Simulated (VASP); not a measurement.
ZnSe (space group F-43m): the measured cell of entry 1538613 of the Crystallography Open Database is

```
CELL_PARAMETERS angstrom
      0.00000     2.88650     2.88650
      2.88650     0.00000     2.88650
      2.88650     2.88650     0.00000
ATOMIC_POSITIONS crystal
  Zn 0.25000 0.25000 0.25000
  Se 0.00000 0.00000 0.00000
```

Calculation: PBEsol GGA, VASP's PBE PAW potentials (set 64) (plane waves; VASP). Settings: 400 eV cut-off, 9×9×9 Γ-centred mesh, tetrahedra with Blöchl corrections, potentials Zn Se.

The calculation is for a static lattice at zero pressure; the measurement, whose temperature isn't given here, holds thermal and zero-point expansion. The entry's conditions were not checked, so it may have been measured under pressure.

Q: How far does the relaxed conventional cell lie from the measured one?

A: 
```
             measured  computed  difference
-----------  --------  --------  ----------
a (Å)           5.773     5.635      -2.4 %
V (Å³/atom)     24.05     22.37      -7.0 %
```

The structure comes from a measured ZnSe entry (F-43m) of the Crystallography Open Database, whose conditions weren't checked. It was relaxed first, which changed the volume by -7 %. Symmetry was kept, so distortions that lower it aren't found.
